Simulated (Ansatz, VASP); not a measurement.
# Cross-check of ZrSi2 between VASP and Ansatz, part 2 of 2

Aim: how closely do two programs agree when they are given the same cell, functional and k mesh? The cell is taken from a series of runs on this material, whose earlier steps may have relaxed, scaled, displaced or heated it; both programs get it as it stands.

VASP 6.6.1 and Ansatz 0.2.0.

So far: Set-up; VASP: relaxation of cell and atoms, r2SCAN.

## Step 3: Ansatz: relaxation of cell and atoms, r2SCAN

Level of this step: Ansatz beside VASP: Kohn-Sham DFT, plane waves, r2SCAN (Ansatz).

Ansatz runs on its default PAW (the set named soft_2) files.

The same cell, functional, mesh and smearing now go to Ansatz, which takes its cutoff from its data sets.

input.yaml

```yaml
crystal:
  lattice:
    - [1.853, -7.3675, 0.0]
    - [1.853, 7.3675, 0.0]
    - [0.0, 0.0, 3.672]
  atoms:
    - { symbol: Zr, position: [0.8946, 0.1054, 0.25] }
    - { symbol: Zr, position: [0.1054, 0.8946, 0.75] }
    - { symbol: Si, position: [0.5522, 0.4478, 0.25] }
    - { symbol: Si, position: [0.4478, 0.5522, 0.75] }
    - { symbol: Si, position: [0.2496, 0.7504, 0.25] }
    - { symbol: Si, position: [0.7504, 0.2496, 0.75] }
kpoints:
  mp_grid: { grid: [8, 8, 8] }
hamiltonian:
  xc: r2scan
scf:
  occupations: { method: gaussian, width: 0.1 }
output:
  forces: true
  stress: true
  eigenvalues: true
relax:
  adjacent_minimum: "off"
  f_tol: 0.005
  max_steps: 60
  cell: { stress_tol: 0.03 }
```

Run with:

```
> ansatz run input.yaml --threads 8 --pin off --max-ram 16384MiB --backend cpu --events-out ev --progress --plain --runs-dir out
```

Numbers of over 12 decimals in the logs are rounded to 6 here.

The log of the run:

```text
basis.fft_grid_basis auto: the FFT boxes are laid along the combinations [[1, 1, 0], [0, 1, 0], [0, 0, 1]] of the cell's own vectors, 3.706, 7.597 and 3.672 Å long. The dense box has 30×60×27 points. Along the cell's own vectors, as sized, it would have 60×60×27, 2.00 times as many. Of the 8 symmetry operations that the crystal satisfies within crystal.symmetry.tolerance (time reversal apart; of a slab, those that ke [...]
Engine: ansatz 0.2.0, aarch64-unknown-linux-gnu
Pseudopotentials: kind: paw
Pseudopotential: Zr, paw, valence charge 12, recommended cutoff 500 eV (meta_gga), Zr.paw.azcp
Pseudopotential: Si, paw, valence charge 4, recommended cutoff 500 eV (meta_gga), Si.paw.azcp
Functional definition: r2SCAN
  parameter k0 = 0.174
  parameter k1 = 0.065
  parameter a1 = 4.9479
  exchange = r2scan_x(k0 = k0, k1 = k1, a1 = a1)
  correlation = r2scan_c
Crystal: 6 atoms, lattice volume = 100.260 Å³
Basis set: ecut = 500 eV, 2557 PW (Γ), FFT grids on a1+a2, a2, a3, exchange–correlation on 120×240×108 points (64 copies of the dense FFT grid, shifted against one another)
Bands: 26, of which v1, the nominal top of the filled ones, is band 20 counted from 1 (19 counted from 0)
Symmetry: 8 space group operations
Space group: Cmcm (ITA 63), of the structure as read, at distance tolerance 4.6e-5 Å
k-points: 105 of 512
Non-local potential: Zr, projectors of the file, l = 0: 3, l = 1: 2, l = 2: 2, l = 3: 2
Non-local potential: Si, projectors of the file, l = 0: 2, l = 1: 2, l = 2: 2
PAW form: soft (Blöchl's): semilocal exchange-correlation on the pseudo side does not see the compensation charge
PAW frozen core: Zr, regenerated for the run's functional (the file was generated under x = pbe(κ = 0.804, μ = 0.219515), c = pbe(β = 0.066725))
PAW frozen core: Si, regenerated for the run's functional (the file was generated under x = pbe(κ = 0.804, μ = 0.219515), c = pbe(β = 0.066725))
PAW one-centre angular grid: Zr, 590 points (default); XC on 160 Gauss nodes
PAW one-centre angular grid: Si, 302 points (default); XC on 160 Gauss nodes
Initial density: superposition of atomic densities (neutral atoms: chi_scale 0, normalization atom), corrected by the library's trained network
Initial wavefunctions: pseudopotential atomic-orbital guess
Functional: x = r2scan, c = r2scan; τ floored in thin density (d = 2e-4 eV/Å³)
SCF iter   1: F=—  HF=-10950.140540 eV  |F-HF|=—  |Δ(HF+E_count)|=         —  Δρ=5.50e-3  dr2=1.88e-2  dr2_τ=4.31e-2  ethr=1.77e-3  ⟨swp⟩=6.2  Hψ=13946  notcnv=0
preconditioner: auto → Kerker (q_TF=auto, 2.341 Å⁻¹)  [metal: Δε(μ)=0.013 eV  Ē_g=7.093 eV  σ=0.100 eV  W_gap=0.08  n_scr=18 (ndim 8)  ℏωp=18.2 eV  f_vac=0.000  D(μ)=1.51/eV (n_scr^D=2)]
SCF iter   2: F=—  HF=-10950.273827 eV  |F-HF|=—  |Δ(HF+E_count)|=   1.33e-1  Δρ=3.79e-3  dr2=9.52e-3  dr2_τ=1.84e-4  ethr=4.70e-5  ⟨swp⟩=2.0  Hψ=6173  notcnv=0  defer=127
SCF iter   3: F=—  HF=-10950.275578 eV  |F-HF|=—  |Δ(HF+E_count)|=   1.75e-3  Δρ=6.45e-4  dr2=8.47e-4  dr2_τ=2.93e-4  ethr=2.38e-5  ⟨swp⟩=2.0  Hψ=4506  notcnv=0  defer=127
SCF iter   4: F=—  HF=-10950.275694 eV  |F-HF|=—  |Δ(HF+E_count)|=   1.16e-4  Δρ=2.70e-4  dr2=1.31e-4  dr2_τ=3.25e-6  ethr=2.12e-6  ⟨swp⟩=2.4  Hψ=3505  notcnv=0  defer=127
SCF iter   5: F=—  HF=-10950.275697 eV  |F-HF|=—  |Δ(HF+E_count)|=   2.99e-6  Δρ=5.53e-5  dr2=3.03e-6  dr2_τ=8.77e-8  ethr=3.28e-7  ⟨swp⟩=2.1  Hψ=3679  notcnv=0  defer=127
SCF iter   6: F=—  HF=-10950.275698 eV  |F-HF|=—  |Δ(HF+E_count)|=   7.65e-7  Δρ=1.36e-5  dr2=2.69e-7  dr2_τ=6.25e-9  ethr=7.58e-9  ⟨swp⟩=2.0  Hψ=3882  notcnv=0  defer=127
SCF iter   7: F=-10950.275698 eV  HF=-10950.275698 eV  |F-HF|=1.16e-9  |Δ(HF+E_count)|=   1.00e-7  Δρ=3.75e-6  dr2=1.70e-8  dr2_τ=6.89e-10  ethr=2.50e-10  ⟨swp⟩=8.6  Hψ=12576  notcnv=0
SCF 1 converged in 7 iterations: F = -10950.275698 eV  dr2 = 1.70e-8
  greatest PAW one-centre occupation: 0.989 electrons in one spin orbital (limit 2), on the Zr atom at site 1 (counted from 0), in its partial waves of l = 0
relax step   1: F+E_penalty+E_count = -10950.27569762 eV  Δ(F+E_penalty+E_count) = +0.000e0 eV  max|allowed force component| = 7.477e-2 eV/Å  Δτ_max = 0.0000 Å  P = +0.111 GPa  Ω = 100.260 Å³  (7 SCF iters, dr2 threshold 1.00e-7 eV, accepted)
[...]
relax step   4: F+E_penalty+E_count = -10950.28235281 eV  Δ(F+E_penalty+E_count) = -8.331e-5 eV  max|allowed force component| = 2.097e-2 eV/Å  Δτ_max = 0.0008 Å  P = -0.038 GPa  Ω = 100.558 Å³  energy of the carried Pulay correction = -8.333e-5 eV  (5 SCF iters, dr2 threshold 5.33e-8 eV, accepted)
[...]
relax step   5: F+E_penalty+E_count = -10950.28239762 eV  Δ(F+E_penalty+E_count) = -4.480e-5 eV  max|allowed force component| = 1.814e-3 eV/Å  Δτ_max = 0.0021 Å  P = -0.001 GPa  Ω = 100.551 Å³  energy of the carried Pulay correction = -8.154e-5 eV  (4 SCF iters, dr2 threshold 2.75e-8 eV, accepted)
[...]
relax step   6: F+E_penalty+E_count = -10950.28248895 eV  Δ(F+E_penalty+E_count) = -9.134e-5 eV  max|allowed force component| = 1.805e-3 eV/Å  Δτ_max = 0.0000 Å  P = -0.001 GPa  Ω = 100.551 Å³  stress off target by 9.78e-3 GPa  SCF on the basis re-selected at this cell (its energy is not comparable with the rows above)  (5 SCF iters)
basis re-selected at this cell: Δ(F+E_penalty+E_count) = -9.134e-5 eV, ΔP = +0.000 GPa vs the last step (what re-selecting the basis moved, of the pressure what is left beyond the Pulay correction that the steps carried, after the strain that the cell walked since its last selection, with what the two solves' SCF thresholds leave and, on support functions, any second-order correction that the steps lacked; it is no measure of the basis error at this ecutwfc). The dense FFT grid was sized anew with the basis: this SCF ran on 27×60×27 points, the steps before it on 30×60×27, so part of this shift can come from that change (see relax.cell in the input reference). [rest of the remark cut]
SCF converged after 5 iterations
Free energy (F): -10950.282489 eV
Harris-Foulkes:  -10950.282489 eV  (|F-HF|=0.00e0)
Internal energy: -10950.276014 eV  (E = F + TS)
E sigma→0 (E₀):  -10950.279251 eV
Entropy (-TS):   -0.006475 eV (-1.079 meV/atom)
Fermi energy:    12.727046 eV
--- Per-component energies (eV) ---
  E_band       = -150.296245
  E_kinetic    = 835.073569
  E_local      = -1520.503709  (includes V_loc(G=0)·N_el)
  E_nonlocal   = 256.791887
  E_hartree    = 522.841289
  E_xc         = -522.682705
  E_vxc        = -629.181352  (∫ρ·V_xc dr)
  E_paw        = -8019.428274  (= ΣΔE_a)
  E_vpaw       = -171.219228  (= ΣTr[D̂ρ^β])
  E_aug_tail   = 0.000037  (compensation charges beyond the density's cutoff)
  E_vtau       = 33.059940  (kinetic-family band-sum trace: ∫τ·v_τ [+ j·A + Jᵃ·Aᵃ] dr)
  E_ewald      = -2501.732892
  E_core_change = -0.635215  (= ΣΔE_core)
  E_smearing   = -0.006475  (= −TS)
  E_closure    = 0.000000  (closes the sum)
  Σ components = -10950.282489   (vs F -10950.282489, Δ=0.00e0)
--- Forces (eV/Å), atoms counted from 1 ---
  atom   1  Zr    -0.00000000    -0.00180466     0.00000000
  atom   2  Zr     0.00000000     0.00180466    -0.00000000
  atom   3  Si    -0.00000000    -0.00177611     0.00000000
  atom   4  Si     0.00000000     0.00177611    -0.00000000
  atom   5  Si     0.00000000    -0.00138750    -0.00000000
  atom   6  Si    -0.00000000     0.00138750     0.00000000
  max |Σ_I F_I| component: 6.94e-18 eV/Å
--- Stress (GPa, compression-positive) ---
       -0.009776       0.000000       0.000000
        0.000000       0.001446       0.000000
        0.000000       0.000000       0.005361
  P = ⅓ Tr σ = -0.0010 GPa (-0.010 kbar)
--- Band table (eV; the first three rows and the last of 105) ---
  k-point 0: bands = [... 16 lower, 10.0764, 10.1307, 10.2643, 12.6793, 13.9379, 14.1380, 14.1978, 14.4454, ... 2 higher]
  k-point 1: bands = [... 16 lower, 10.2857, 10.3218, 10.9704, 13.0874, 13.3757, 13.4579, 13.8217, 14.8751, ... 2 higher]
  k-point 2: bands = [... 16 lower, 10.3369, 10.4784, 11.9831, 12.1799, 12.6236, 13.3537, 14.3936, 14.6547, ... 2 higher]
  k-point 104: bands = [... 16 lower, 10.4230, 10.4230, 11.7692, 11.7692, 12.7582, 12.7582, 15.1547, 15.1547, ... 2 higher]
--- Relaxed structure (5 steps of the walk, 5 accepted, 1 SCFs on fresh bases) ---
  F+E_penalty+E_count = -10950.28248895 eV   max|allowed force component| = 1.805e-3 eV/Å   (the final SCF, on the basis selected at the relaxed cell)
  cell:  # Å, volume = 100.5513 Å³
    - [1.840194, -7.441577, -4.042786711221431e-18]
    - [1.840194, 7.441577, 4.042786711221431e-18]
    - [0, 2.0149457487078516e-18, 3.671378]
  atoms:
    - { symbol: Zr, position: [0.894015, 0.105985, 0.25] }
    - { symbol: Zr, position: [0.105985, 0.894015, 0.750000] }
    - { symbol: Si, position: [0.551480, 0.448520, 0.25] }
    - { symbol: Si, position: [0.448520, 0.551480, 0.750000] }
    - { symbol: Si, position: [0.250092, 0.749908, 0.25] }
    - { symbol: Si, position: [0.749908, 0.250092, 0.750000] }
```

In the SCF lines HF is the Harris–Foulkes energy and dr2 the Hartree energy of the density residual, in eV; the loop may stop once dr2 is under the threshold and the program's other checks hold. Hψ counts applications of the Hamiltonian.

## Step 4: Differences

Known differences besides the potentials themselves: VASP keeps PBE cores, Ansatz makes them for the functional; the cutoff is 500 eV in Ansatz and 550 eV in VASP; Ansatz adds a Pulay correction to the stress that steers its cell, VASP none. Total energies have different zeros and are not compared.

Compared:

```tsv
quantity	Ansatz	VASP	difference
volume (Å³)	100.55	100.56	+0.00 %
edge a after relaxation, in the typed setting (Å)	7.666	7.669	-0.04 %
edge c after relaxation, in the typed setting (Å)	3.671	3.670	+0.04 %
```

## Step 5: What came out

```yaml
difference_in_edge_a_after_relaxation_in_the_typed_setting_relaxation_of_cell_and_atoms_r2scan: -0.040 %
```

**Reading.** The difference in edge a after relaxation, in the typed setting is -0.040 % (relaxation of cell and atoms, r2SCAN), within the 1.2 % picked in this series as the mark of a large difference, as far as the stopping tolerances let one tell. How closely two codes agree says nothing of how well the functional describes the real material.

[Lines on the potential files, build, host, timing and source positions are cut from VASP's logs without a mark.]

[Logs are printed without paths, hosts, clocks, repeated set-up lines and the standing remarks that a program may print on its own settings, such as how far it seeks lower states.]

[Hosts, paths, dates, database ids (printed as entryN), source tags and the programs' standing remarks are cut or masked in the printed files.]
